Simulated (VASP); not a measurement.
Consider the following.

```
CELL_PARAMETERS angstrom
      1.14500    -1.98320     0.00000
      1.14500     1.98320     0.00000
      0.00000     0.00000     3.58000
ATOMIC_POSITIONS crystal
  Be 0.33333 0.66667 0.25000
  Be 0.66667 0.33333 0.75000
```

Level of theory: PBE GGA, VASP's PBE PAW potentials (set 64) (plane waves; VASP). Numerical set-up: 480 eV cut-off, 16×16×9 Γ-centred mesh, first-order Methfessel-Paxton smearing of 0.10 eV, potentials Be.

Energy and stress use the plane-wave basis of the starting cell.

Task: The ions, cell shape and volume are relaxed. Give the cell that the relaxation ends in.

Result: 
```
CELL_PARAMETERS angstrom
      1.13342    -1.96314     0.00000
      1.13342     1.96314     0.00000
      0.00000     0.00000     3.55771
ATOMIC_POSITIONS crystal
  Be 0.33333 0.66667 0.25000
  Be 0.66667 0.33333 0.75000
```
Space group P6_3/mmc (194), at a tolerance of 0.03 Å.

Task: How do energy and volume change from the first to the last step?

Result: The energy (σ→0) changes by -2.1 meV/atom and the volume by -2.6 %, in 5 ionic steps.

The compound is Be in the hcp structure. This run relaxes it. Symmetry was kept, so distortions that lower it aren't found.
